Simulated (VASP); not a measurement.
Consider the following.

```xyz
4
Lattice="0.0000 3.6580 3.6580 3.6580 0.0000 3.6580 3.6580 3.6580 0.0000" Properties=species:S:1:pos:R:3 pbc="T T T"
Na     3.6580     3.6580     3.6580
Na     5.4869     5.4869     5.4869
In     0.0000     0.0000     0.0000
In     1.8290     1.8290     1.8290
```

These are PBEsol GGA with spin-orbit coupling, VASP's PBE PAW potentials (set 64) (plane waves; VASP 6.6.1) values and carry that method's errors. Numerical set-up: 400 eV cut-off, 7×7×7 Γ-centred mesh, Gaussian smearing of 0.050 eV, potentials Na_pv In_d.

What does the run give for the energy per atom (σ→0), band gap (over mesh and band path) with the smallest direct gap where there is one?

| Property | Value |
|---|---|
| band gap (over mesh and band path) | none (metal, semimetal or under 0.01 eV) |
| energy per atom (σ→0) | -2.365 eV/atom |

Only differences to runs with the same potentials and settings are physical.

The structure comes from a computed database's NaIn entry (Fd-3m); how it stands against other phases isn't given here. The cell was not relaxed at this level.
